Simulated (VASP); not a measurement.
Input of a VASP 6.6.1 run:

File INCAR:

```
SYSTEM = TeWS5
PREC = Accurate
ENCUT = 520
EDIFF = 1E-7
ISMEAR = 0
SIGMA = 0.1
LREAL = .False.
LASPH = .True.
NELM = 150
ALGO = Fast
ISIF = 2
LWAVE = .False.
LCHARG = .True.
ISPIN = 2
MAGMOM = -0.01 0.49 0.09 0 0 0 0
LORBIT = 11
LMAXMIX = 4
GGA = PE
LELF = .True.
LVHAR = .True.
NBANDS = 38
```

Contents of KPOINTS:

```
Automatic mesh
0
Gamma
  4 4 2
  0 0 0
```

The input POSCAR:

```
TeWS5
1.0
    4.2144291881      0.0000000000      0.0000000000
    0.0000000000      4.2144291881      0.0000000000
    0.0000000000      0.0000000000      7.4375617134
Te W S
1 1 5
Direct
    0.0000000000      0.0000000000      0.0000000000
    0.5000000000      0.5000000000      0.5000000000
    0.5000000000      0.5000000000      0.0000000000
    0.5000000000      0.0000000000      0.6752981065
    0.0000000000      0.5000000000      0.6752981065
    0.5000000000      0.0000000000      0.3247018935
    0.0000000000      0.5000000000      0.3247018935
```

Potentials or basis: VASP PAW PBE potentials, release 64 (Te, W_sv, S).

Command:

```bash
$ cat potpaw_PBE.64/Te/POTCAR potpaw_PBE.64/W_sv/POTCAR potpaw_PBE.64/S/POTCAR > POTCAR
$ mpirun -np 1 vasp_std > vasp.out
```

What does it give for the pressure?

-0.5 GPa.

Predict the largest force.

0.059 eV/Å.

Estimate the net moment.

0.00 μB per cell.

Forces in eV/Å, atoms in the order of the input:
```
Te   0.000  0.000  0.000
W    0.000  0.000  0.000
S    0.000  0.000  0.000
S    0.000  0.000 -0.059
S    0.000  0.000 -0.059
S    0.000  0.000  0.059
S    0.000  0.000  0.059
```

Caveat: the k mesh is coarse (spacing up to 0.42 Å⁻¹), so the values aren't converged. The run has no spin-orbit coupling, so splittings on Te, W are missing.
